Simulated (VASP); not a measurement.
Consider the following.

```xyz
3
Lattice="0.0000 2.6477 2.6477 2.6477 0.0000 2.6477 2.6477 2.6477 0.0000" Properties=species:S:1:pos:R:3 pbc="T T T"
Si     1.3239     1.3239     1.3239
Si     3.9716     3.9716     3.9716
Ni     0.0000     0.0000     0.0000
```

Method: PBEsol GGA, VASP's PBE PAW potentials (set 64) (plane waves; VASP). Numerical set-up: 500 eV cut-off, 10×10×10 Γ-centred mesh, first-order Methfessel-Paxton smearing of 0.10 eV, potentials Si Ni.

Energy and stress use the plane-wave basis of the starting cell.

Question: The ions, cell shape and volume at an external pressure of 20.0 GPa are relaxed. Predict the relaxed structure.

Answer: 
```xyz
3
Lattice="0.0000 2.6067 2.6067 2.6067 0.0000 2.6067 2.6067 2.6067 0.0000" Properties=species:S:1:pos:R:3 pbc="T T T"
Si     1.3034     1.3034     1.3034
Si     3.9101     3.9101     3.9101
Ni     5.2134     5.2134     5.2134
```
Space group Fm-3m (225), at a tolerance of 0.03 Å.

Question: How do energy and volume change from the first to the last step?

Answer: The energy (σ→0) changes by +52.1 meV/atom and the volume by -4.6 %, in 4 ionic steps.

The compound is NiSi2 in the fluorite structure. This run relaxes it under an external pressure of 20 GPa. Symmetry was kept, so distortions that lower it aren't found. The run is not spin-polarised, so no magnetic state was tried.
